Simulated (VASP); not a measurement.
Method: r2SCAN meta-GGA, VASP's PBE PAW potentials (set 64) (plane waves; VASP).

Input for VASP

**KPOINTS**
```
Automatic mesh
0
Gamma
8 8 6
```

**INCAR**
```
LMAXMIX=6
ALGO=Normal   # blocked Davidson
IBRION=2
LWAVE=.FALSE.
EDIFFG=-0.02
ENCUT=400
ISMEAR=1   # Methfessel-Paxton
NELM=100   # most electronic steps
PREC=Accurate
METAGGA=R2SCAN
SIGMA=0.1
LCHARG=.FALSE.
LMIXTAU=.TRUE.
LASPH=.TRUE.   # aspherical one-centre terms
ISIF=3
NSW=60   # most ionic steps
EDIFF=1E-6   # SCF stop (eV)
SYSTEM=Te2Au
LREAL=.FALSE.   # projection in real space or not
```

POSCAR:
```
Te2Au
1.0
  2.0978481281   3.6171088249  -0.0074138720
  2.0978481281  -3.6171088249   0.0074138720
  0.0000000000   0.0091373894  -5.1959274530
Te Au
2 1
Cart
  2.0978481281  -1.2755804670  -3.6901277403
  2.0978481281   1.2847178564  -1.5057997127
  2.0978481281   3.6171088249  -0.0074138720
```

POTCAR, in this order: Te Au (PBE.64 set). Program: vasp_std.

The resulting files:

OSZICAR:
```
       N       E                     dE             d eps       ncg     rms          rms(c)
DAV:   1     0.714518124479E+01    0.71452E+01   -0.84979E+03  3452   0.105E+03
DAV:   2    -0.104232610737E+03   -0.11138E+03   -0.10937E+03  4435   0.210E+02
DAV:   3    -0.107926917457E+03   -0.36943E+01   -0.36645E+01  4057   0.415E+01
DAV:   4    -0.107969485793E+03   -0.42568E-01   -0.42563E-01  4419   0.484E+00
DAV:   5    -0.107970225164E+03   -0.73937E-03   -0.73937E-03  4162   0.530E-01    0.119E+01
DAV:   6    -0.102595188331E+03    0.53750E+01   -0.73595E+00  3469   0.300E+01    0.108E+01
DAV:   7    -0.101483863664E+03    0.11113E+01   -0.66997E-01  3462   0.924E+00    0.563E+00
DAV:   8    -0.101572923755E+03   -0.89060E-01   -0.32522E-01  3511   0.501E+00    0.157E+00
DAV:   9    -0.101523720613E+03    0.49203E-01   -0.20729E-01  3560   0.382E+00    0.393E-01
DAV:  10    -0.101599431932E+03   -0.75711E-01   -0.48609E-02  3532   0.167E+00    0.369E-01
DAV:  11    -0.101600340088E+03   -0.90816E-03   -0.14998E-02  3903   0.943E-01    0.200E-01
DAV:  12    -0.101603899336E+03   -0.35592E-02   -0.58385E-03  3546   0.615E-01    0.482E-02
DAV:  13    -0.101604140818E+03   -0.24148E-03   -0.19359E-04  4078   0.124E-01    0.282E-02
DAV:  14    -0.101604219989E+03   -0.79171E-04   -0.84158E-05  3490   0.839E-02    0.205E-02
DAV:  15    -0.101604224491E+03   -0.45024E-05   -0.14734E-05  3490   0.469E-02    0.792E-03
DAV:  16    -0.101604224315E+03    0.17649E-06   -0.36196E-06  2971   0.182E-02
   1 F= -.10160422E+03 E0= -.10160439E+03  d E =-.101604E+03
       N       E                     dE             d eps       ncg     rms          rms(c)
DAV:   1    -0.101604371645E+03   -0.14715E-03   -0.35466E-03  3602   0.510E-01    0.772E-02
DAV:   2    -0.101604288880E+03    0.82765E-04   -0.44723E-04  3630   0.243E-01    0.329E-02
DAV:   3    -0.101604286833E+03    0.20474E-05   -0.19034E-05  3819   0.380E-02    0.203E-02
DAV:   4    -0.101604281737E+03    0.50952E-05   -0.14662E-05  3707   0.256E-02    0.691E-03
DAV:   5    -0.101604283261E+03   -0.15235E-05   -0.38794E-06  3432   0.200E-02    0.677E-03
DAV:   6    -0.101604280943E+03    0.23181E-05   -0.33214E-06  2824   0.167E-02    0.314E-03
DAV:   7    -0.101604283043E+03   -0.21001E-05   -0.21694E-06  2536   0.142E-02    0.132E-03
DAV:   8    -0.101604283178E+03   -0.13540E-06   -0.13913E-07  1717   0.343E-03
   2 F= -.10160428E+03 E0= -.10160445E+03  d E =-.588634E-04
       N       E                     dE             d eps       ncg     rms          rms(c)
DAV:   1    -0.101604661811E+03   -0.37877E-03   -0.13192E-02  3595   0.981E-01    0.148E-01
DAV:   2    -0.101604348942E+03    0.31287E-03   -0.16156E-03  3574   0.467E-01    0.652E-02
DAV:   3    -0.101604337787E+03    0.11156E-04   -0.69238E-05  3889   0.709E-02    0.392E-02
DAV:   4    -0.101604321692E+03    0.16095E-04   -0.46491E-05  3623   0.458E-02    0.144E-02
DAV:   5    -0.101604325713E+03   -0.40210E-05   -0.11444E-05  3511   0.350E-02    0.128E-02
DAV:   6    -0.101604320037E+03    0.56755E-05   -0.91790E-06  3588   0.283E-02    0.604E-03
DAV:   7    -0.101604325085E+03   -0.50481E-05   -0.74114E-06  3532   0.276E-02    0.285E-03
DAV:   8    -0.101604326211E+03   -0.11252E-05   -0.64744E-07  1752   0.856E-03    0.713E-04
DAV:   9    -0.101604326223E+03   -0.12305E-07   -0.89543E-08  1710   0.265E-03
   3 F= -.10160433E+03 E0= -.10160450E+03  d E =-.101908E-03
       N       E                     dE             d eps       ncg     rms          rms(c)
DAV:   1    -0.101604349983E+03   -0.23772E-04   -0.30372E-04  3560   0.106E-01    0.937E-03
DAV:   2    -0.101604351010E+03   -0.10273E-05   -0.11824E-05  3819   0.296E-02    0.463E-03
DAV:   3    -0.101604351129E+03   -0.11892E-06   -0.29858E-07  2074   0.525E-03
   4 F= -.10160435E+03 E0= -.10160453E+03  d E =-.249063E-04
       N       E                     dE             d eps       ncg     rms          rms(c)
DAV:   1    -0.101604403316E+03   -0.52305E-04   -0.27339E-03  3567   0.318E-01    0.287E-02
DAV:   2    -0.101604411435E+03   -0.81197E-05   -0.10709E-04  3805   0.896E-02    0.143E-02
DAV:   3    -0.101604411914E+03   -0.47904E-06   -0.30094E-06  3993   0.159E-02
   5 F= -.10160441E+03 E0= -.10160460E+03  d E =-.856915E-04
```

**OUTCAR**
```
------------------------ aborting loop because EDIFF is reached ----------------------------------------
  FORCE on cell =-STRESS in cart. coord.  units (eV):
  Direction    XX          YY          ZZ          XY          YZ          ZX
  --------------------------------------------------------------------------------------
  Total       -0.0430934     -0.0387040     -0.0433946      0.0000000      0.0140389      0.0000000
  in kB       -0.8737243     -0.7847292     -0.8798312      0.0000000      0.2846398      0.0000000
  external PRESSURE =      -0.8460949 kB  Pullay stress =       0.0000000 kB
  volume of cell :       79.02
      direct lattice vectors                 reciprocal lattice vectors
     2.100116075  3.620515310 -0.007645635     0.238082078  0.138102420  0.000251893
     2.100116075 -3.620515310  0.007645635     0.238082078 -0.138102420 -0.000251893
     0.000000000  0.009478062 -5.196428394     0.000000000 -0.000406387 -0.192440610
 POSITION                                       TOTAL-FORCE (eV/Angst)
 -----------------------------------------------------------------------------------
      2.10012     -1.28185     -3.69189        -0.000000     -0.016271      0.002126
      2.10012      1.29133     -1.50454        -0.000000      0.016271     -0.002126
      0.00000     -0.00000      0.00000         0.000000     -0.000000     -0.000000
 -----------------------------------------------------------------------------------
    total drift:                                0.000000     -0.000000     -0.000000
  FREE ENERGIE OF THE ION-ELECTRON SYSTEM (eV)
  ---------------------------------------------------
  free  energy   TOTEN  =      -101.6044119143 eV

  energy  without entropy=     -101.6049677952  energy(sigma->0) =     -101.60459721

 reached required accuracy - stopping structural energy minimisation
```
(Selected blocks of OUTCAR.)

### CONTCAR
```
Te2Au
   1.00000000000000
     2.1001160754092396    3.6205153103695613   -0.0076456349901829
     2.1001160754092396   -3.6205153103695613    0.0076456349901829
     0.0000000000000000    0.0094780622926689   -5.1964283937920861
  Te              Au
     2     1
Direct
     0.3220433638967903    0.6779566361032097    0.7109911278873587
     0.6779566361032097    0.3220433638967903    0.2890088721126414
     0.0000000000000000    0.0000000000000000    0.0000000000000000
```

### OUTCAR
```
 val. band max:        7.4298325458   @ k =   0.2500  -0.0000   0.1667

 cond. band min:       7.4348856806   @ k =   0.2500   0.0000   0.5000


 Fermi energy:         7.4316210438

 k-point     1 :       0.0000    0.0000    0.0000
  band No.  band energies     occupation
      1      -6.5316      2.00000
      2      -3.0349      2.00000
      3       0.7820      2.00000
      4       1.4472      2.00000
      5       1.5506      2.00000
      6       2.6808      2.00000
      7       2.6892      2.00000
      8       3.5607      2.00000
      9       6.6166      2.00000
     10       6.7428      2.00000
     11       7.2750      2.04924
     12       7.3199      2.06680
     13       8.5575     -0.00000
     14      10.6686      0.00000
     15      10.9947      0.00000

 k-point     2 :       0.1250   -0.0000    0.0000
  band No.  band energies     occupation
      1      -6.3817      2.00000
      2      -3.1439      2.00000
      3       0.9456      2.00000
      4       1.5243      2.00000
      5       1.7051      2.00000
      6       2.6415      2.00000
      7       2.6659      2.00000
      8       3.4950      2.00000
      9       5.3565      2.00000
     10       5.9870      2.00000
     11       6.7323      2.00000
     12       8.0515     -0.00000
     13       9.1376     -0.00000
     14      11.2402      0.00000
     15      11.5155      0.00000

 k-point     3 :       0.2500   -0.0000    0.0000
  band No.  band energies     occupation
      1      -5.9522      2.00000
      2      -3.4423      2.00000
      3       1.3750      2.00000
      4       1.6687      2.00000
      5       2.0547      2.00000
      6       2.4348      2.00000
      7       2.6638      2.00000
      8       3.2118      2.00000
      9       4.2483      2.00000
     10       5.0472      2.00000
     11       5.7192      2.00000
     12       8.5842     -0.00000
     13       8.7568     -0.00000
     14      11.4267      0.00000
     15      12.2600      0.00000
...
```

Unless said otherwise, spin-orbit coupling is left out, though it shifts the bands of the heavy elements here.

The compound is Te2Au in the sg12 structure. This run relaxes it. Symmetry was kept, so distortions that lower it aren't found. The start is the result of an earlier pass. The electron count is odd and the run is not spin-polarised, which forces a metal.
